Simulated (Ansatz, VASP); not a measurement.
## Nb4O3 in VASP and in Ansatz

```
Nb O
1.0
     4.40320    0.00000    0.00000
     0.00000    4.40320    0.00000
     0.00000    0.00000    4.40320
Nb O
4 3
Direct
  0.50000 0.50000 0.50000
  0.50000 0.00000 0.00000
  0.00000 0.50000 0.00000
  0.00000 0.00000 0.50000
  0.50000 0.50000 0.00000
  0.00000 0.50000 0.50000
  0.50000 0.00000 0.50000
```

Change from the starting cell: species swapped into the W3N4 type (Pm-3m, No. 221).

Alike in both runs: task relaxation of cell and atoms; functional PBE; k mesh 8 × 8 × 8; occupations gaussian, width 0.1 eV; no spin polarisation.

|  | VASP | Ansatz |
| --- | --- | --- |
| version | VASP 6.6.1 | Ansatz 0.2.0 |
| potentials or method | VASP PAW PBE potentials, release 64 (Nb_sv, O) | scalar-relativistic, plane waves, PAW |
| plane-wave cutoff (eV) | 600 | 420 |
| valence electrons in the cell | 70 | 70 |

|  | VASP | Ansatz | Ansatz less VASP |
| --- | --- | --- | --- |
| gap on the k mesh at the Fermi level, each at its own relaxed structure (eV) | none | none | - |
| relaxed volume (Å³/atom) | 12.17 | 12.20 | +0.024 |
| relaxed cell length with the largest relative difference (Å) | 4.400 | 4.403 | +0.0029 |

A gap of «none» marks a metal or a gap that the smearing closes.
